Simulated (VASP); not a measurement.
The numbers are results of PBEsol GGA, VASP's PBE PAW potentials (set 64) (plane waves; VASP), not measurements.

VASP input:

**INCAR**
```
ALGO=Normal
EDIFF=1E-7
ENCUT=400
GGA=PS
ISIF=2
ISMEAR=-5
LASPH=.TRUE.
LCHARG=.TRUE.
LEFG=.TRUE.
LMAXMIX=4
LORBIT=11
LREAL=.FALSE.
LWAVE=.FALSE.
NEDOS=601
NELM=100
PREC=Accurate
SYSTEM=Ga2In2P4
```

File KPOINTS:
```
kpoints
0
gamma
  5 5 5
0 0 0
```

File POSCAR:
```
Ga2In2P4
11.3440720
  0.4978208557   0.0000000000   0.0000000000
  0.0000000000   0.4978208557   0.0000000000
  0.0000000000   0.0000000000   0.5000000218
In P Ga
2 4 2
Cartesian
  0.0000000000   0.4978208557   0.0000000000
  0.2489104279   0.2489104279   0.0000000000
  0.1244552139   0.1244552139   0.1356580736
  0.3733656418   0.3733656418   0.1356580736
  0.3733656418   0.1244552139   0.3643419483
  0.1244552139   0.3733656418   0.3643419483
  0.2489104279   0.4978208557   0.2500000109
  0.0000000000   0.2489104279   0.2500000109
```

POTCAR, in this order: In_d P Ga_d (PBE.64 set). Program: vasp_std.

Unless said otherwise, spin-orbit coupling is left out, though it shifts the bands of the heavy elements here.

Q: Estimate the energy per atom (σ→0), band gap (on the k-mesh).

A: 
```json
{
 "energy per atom (σ→0)": "-4745 meV/atom",
 "band gap (on the k-mesh)": "0.91 eV"
}
```

**OSZICAR**
```
...
DAV:  11    -0.379607790369E+02   -0.14049E-03   -0.15510E-03  2584   0.304E-01    0.888E-02
DAV:  12    -0.379607408041E+02    0.38233E-04   -0.64607E-04  2113   0.201E-01    0.734E-02
DAV:  13    -0.379607520088E+02   -0.11205E-04   -0.70525E-05  1706   0.722E-02    0.470E-02
DAV:  14    -0.379607474666E+02    0.45422E-05   -0.25148E-05  2356   0.241E-02    0.453E-03
DAV:  15    -0.379607475772E+02   -0.11061E-06   -0.14987E-06  1968   0.796E-03    0.458E-03
DAV:  16    -0.379607477374E+02   -0.16018E-06   -0.28711E-07  1414   0.328E-03    0.213E-03
DAV:  17    -0.379607476833E+02    0.54102E-07   -0.27061E-08   999   0.132E-03
   1 F= -.37960748E+02 E0= -.37960748E+02  d E =0.000000E+00
```

The structure was generated: Ga2In2P4 was put into an ordered model structure (P-4m2), which need not be its known phase. It was relaxed first.
